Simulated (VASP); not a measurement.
The system is Al.

```
Al
1.0
     0.00000    2.02481    2.02481
     2.02481    0.00000    2.02481
     2.02481    2.02481    0.00000
Al
1
Direct
  0.00000 0.00000 0.00000
```

```yaml
Program: VASP 6.6.1
Task: relaxation of cell and atoms
Functional: PBE
Dispersion: D3(BJ)
Potentials_or_basis: VASP PAW PBE potentials, release 64 (Al)
Cutoff: 600 eV
k_mesh: 18 × 18 × 18
Occupations: gaussian, width 0.1 eV
Spin: no spin polarisation
```

At the start: pressure -3.8 GPa; volume 16.60 Å³/atom.

Question: Where does the relaxation end?

Answer: Over 3 steps the energy falls by 10.4 meV/atom and the volume is 15.78 Å³/atom (-5.0 %); space group Fm-3m (No. 225, to 0.05 Å).

The path:
```
step  energy change (eV)  largest force (eV/Å)  pressure (GPa)  volume (Å³)
   1              0.0000                0.0000           -3.85        16.60
   2             -0.0101                0.0000            0.65        15.66
   3             -0.0104                0.0000            0.01        15.78
```

Final structure:
```yaml
crystal:
  lattice:
    - [0.00000, 1.99079, 1.99079]
    - [1.99079, 0.00000, 1.99079]
    - [1.99079, 1.99079, 0.00000]
  atoms:
    - { symbol: Al, position: [0.00000, 0.00000, 0.00000] }
```

Caveat: pairwise dispersion overbinds metals, which lowers pressure and volume.
